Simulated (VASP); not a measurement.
Wanted: the native input for a VASP 6.6.1 run.

| Property | Result |
| --- | --- |
| Task | relaxation of cell and atoms |
| Functional | r2SCAN |
| Potentials or basis | VASP PAW PBE potentials, release 64 (Zn) |
| Cutoff | 600 eV |
| k mesh | 18 × 18 × 10 |
| Occupations | gaussian, width 0.1 eV |
| Spin | no spin polarisation |
| Further INCAR settings | ALGO = Normal; EDIFF = 1e-07; IBRION = 2; EDIFFG = -0.005; NSW = 90; ISIF = 3 |

The structure of Zn lies in POSCAR:

```
Zn
1.0
    2.6143598000      0.0000000000      0.0000000000
   -1.3071799000      2.2641020000      0.0000000000
    0.0000000000      0.0000000000      4.8731610200
Zn
2
Direct
    0.3333333300      0.6666666700      0.2500000000
    0.6666666700      0.3333333300      0.7500000000
```

The input as run:

INCAR

```
SYSTEM = Zn
  PREC = Accurate
  ENCUT = 600
  EDIFF = 1E-7
  ISMEAR = 0
  SIGMA = 0.1
  LREAL = .FALSE.
  LASPH = .TRUE.
  NELM = 60
  ALGO = Normal
  ISIF = 3
  LWAVE = .FALSE.
  LCHARG = .FALSE.
  METAGGA = R2SCAN
  LMIXTAU = .TRUE.
  IBRION = 2
  NSW = 90
  EDIFFG = -0.005
```

KPOINTS

```
regular mesh
0
G
  18 18 10
  0 0 0
```

Potentials or basis: VASP PAW PBE potentials, release 64 (Zn).

Launch:

```bash
$ cat potpaw_PBE.64/Zn/POTCAR > POTCAR
$ mpirun -np 1 vasp_std > vasp.out
```

Results of the run:

* Relaxed volume: 14.59 Å³/atom
* Relaxed cell: a = 2.599 Å, b = 2.599 Å, c = 4.989 Å, α = 90.00°, β = 90.00°, γ = 120.00°
* Space group after relaxing (to 0.05 Å): P6_3/mmc (No. 194)
* Energy gained by relaxing: 1.7 meV/atom
* Ionic steps: 9
* Pressure after relaxing: 0.0 GPa
* Band gap on the k mesh: none (metal or under the smearing width)

Caveat: the PAW data sets were made with another functional, which shifts forces and pressure a little.

Run time: 47 min on 1 thread of Intel(R) Xeon(R) Platinum 8259CL CPU @ 2.50GHz (Skylake/Cascade Lake) (shared host), peak memory 0.26 GiB.
